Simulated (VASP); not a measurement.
VASP ran on this input.

INCAR:
```
ALGO = Normal
EDIFF = 1E-6
ENCUT = 300
GGA = PS
ISIF = 2
ISMEAR = -1
LASPH = .True.
LCHARG = .False.
LMAXMIX = 4
LREAL = .False.
LWAVE = .False.
NELM = 100
PREC = Accurate
SIGMA = 0.05
SYSTEM = PbI2
```

File POSCAR:
```
PbI2
1
    4.7266230000     0.0000000000     0.0000000000
   -2.3633120000     4.0933760000     0.0000000000
    0.0000000000     0.0000000000     7.4362790000
Pb I
1 2
Direct
  0.0000000000   0.0000000000   0.0000000000
  0.6666670000   0.3333330000   0.7409500000
  0.3333330000   0.6666670000   0.2590500000
```

File KPOINTS:
```
Automatic mesh
0
Gamma
8 8 5
0 0 0
```

POTCAR, in this order: Pb_d I (PBE.64 set). Program: vasp_std.

Translate this PBEsol calculation to Quantum ESPRESSO's pw.x.

One equivalent input (not run):
```
&CONTROL
  calculation = 'scf'
  pseudo_dir = './pseudo'
  outdir = './out'
  tprnfor = .true.
  tstress = .true.
/
&SYSTEM
  ibrav = 0
  nat = 3
  ntyp = 2
  ecutwfc = 70
  occupations = 'smearing'
  smearing = 'fermi-dirac'
  degauss = 0.003675
  input_dft = 'pbesol'
/
&ELECTRONS
  conv_thr = 7.3e-08
  electron_maxstep = 100
/
ATOMIC_SPECIES
  Pb 207.200 Pb.upf
  I 126.904 I.upf
CELL_PARAMETERS angstrom
     4.7266230    0.0000000    0.0000000
    -2.3633120    4.0933760    0.0000000
     0.0000000    0.0000000    7.4362790
ATOMIC_POSITIONS crystal
  Pb   0.0000000  0.0000000  0.0000000
  I    0.6666670  0.3333330  0.7409500
  I    0.3333330  0.6666670  0.2590500
K_POINTS automatic
  8 8 5 0 0 0
```
What does not carry over: the potentials are each code's own (VASP's PAW set, PseudoDojo norm-conserving files in pw.x), so ENCUT and ecutwfc are chosen apart and not converted; conv_thr bounds pw.x's estimated SCF error, while EDIFF bounds the energy change between steps.

The structure comes from a computed database's PbI2 entry; how it stands against other phases isn't given here. The cell was not relaxed at this level.
